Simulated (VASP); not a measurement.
A VASP calculation is set up with these files.

**INCAR**
```
SYSTEM = PbTe
PREC = Accurate
ENCUT = 400
EDIFF = 1E-6
NELM = 100
ALGO = Normal
LREAL = .FALSE.
LASPH = .TRUE.
ISMEAR = 1
SIGMA = 0.5
GGA = PE
LMAXMIX = 4
LWAVE = .FALSE.
LCHARG = .FALSE.
ISIF = 2
```

File KPOINTS:
```
Automatic mesh
0
Gamma
6 6 6
0 0 0
```

File POSCAR:
```
PbTe
1
    0.0000000000     3.2300000000     3.2300000000
    3.2300000000     0.0000000000     3.2300000000
    3.2300000000     3.2300000000     0.0000000000
Te Pb
1 1
Direct
  0.5000000000   0.5000000000   0.5000000000
  0.0000000000   0.0000000000   0.0000000000
```

POTCAR, in this order: Te Pb_d (PBE.64 set). Program: vasp_std.

Output

File standard output:
```
 POSCAR found type information on POSCAR TePb
 POSCAR found :  2 types and       2 ions
 Reading from existing POTCAR
 Reading from existing POTCAR
 LDA part: xc-table for (Slater+PW92), standard interpolation
 POSCAR, INCAR and KPOINTS ok, starting setup
 WAVECAR not read
 entering main loop
       N       E                     dE             d eps       ncg     rms          rms(c)
DAV:   1     0.137346720937E+03    0.13735E+03   -0.79747E+03   448   0.114E+03
DAV:   2     0.241840467169E+01   -0.13493E+03   -0.13225E+03   466   0.308E+02
DAV:   3    -0.737708233057E+01   -0.97955E+01   -0.97085E+01   610   0.914E+01
DAV:   4    -0.760844478980E+01   -0.23136E+00   -0.23127E+00   536   0.176E+01
DAV:   5    -0.761584433399E+01   -0.73995E-02   -0.73995E-02   624   0.264E+00    0.338E+00
DAV:   6    -0.749516750355E+01    0.12068E+00   -0.28666E-01   592   0.440E+00    0.210E+00
DAV:   7    -0.749182383423E+01    0.33437E-02   -0.89331E-02   560   0.171E+00    0.935E-01
DAV:   8    -0.749354146594E+01   -0.17176E-02   -0.98307E-03   502   0.118E+00    0.142E-01
DAV:   9    -0.749351127263E+01    0.30193E-04   -0.98283E-04   664   0.382E-01    0.567E-02
DAV:  10    -0.749355910123E+01   -0.47829E-04   -0.11856E-04   454   0.858E-02    0.211E-02
DAV:  11    -0.749356646527E+01   -0.73640E-05   -0.30529E-05   542   0.494E-02    0.118E-02
DAV:  12    -0.749356642394E+01    0.41329E-07   -0.19640E-06   516   0.123E-02
   1 F= -.74935664E+01 E0= -.75002392E+01  d E =0.200183E-01
```

File OUTCAR:
```
------------------------ aborting loop because EDIFF is reached ----------------------------------------
  FORCE on cell =-STRESS in cart. coord.  units (eV):
  Direction    XX          YY          ZZ          XY          YZ          ZX
  --------------------------------------------------------------------------------------
  Total        0.8574294      0.8574294      0.8574294      0.0000000     -0.0000000     -0.0000000
  in kB       20.3831539     20.3831539     20.3831539      0.0000000     -0.0000000     -0.0000000
  external PRESSURE =      20.3831539 kB  Pullay stress =       0.0000000 kB
  volume of cell :       67.40
      direct lattice vectors                 reciprocal lattice vectors
     0.000000000  3.230000000  3.230000000    -0.154798762  0.154798762  0.154798762
     3.230000000  0.000000000  3.230000000     0.154798762 -0.154798762  0.154798762
     3.230000000  3.230000000  0.000000000     0.154798762  0.154798762 -0.154798762
  FREE ENERGIE OF THE ION-ELECTRON SYSTEM (eV)
  ---------------------------------------------------
  free  energy   TOTEN  =        -7.4935664239 eV

  energy  without entropy=       -7.5135847384  energy(sigma->0) =       -7.50023920
```
(Selected blocks of OUTCAR.)

Problem. The run ends quietly. Is anything wrong with it?

Solution. The cause: Methfessel-Paxton smearing was used on a material with a gap. The run ends without an error. Against the sound run, the energy per atom (σ→0) goes up by 0.001 eV/atom; the pressure falls by 0.08 GPa; the band gap is nearly the same. To mend it, set ISMEAR = 0, set SIGMA = 0.05.

The mended run (PBE GGA, plane waves, VASP's PBE PAW potentials (set 64)) converges, and its OSZICAR ends with
```
   1 F= -.75012855E+01 E0= -.75012855E+01  d E =-.626637E-13
```

The compound is PbTe in the rock salt structure. The cell was not relaxed at this level.
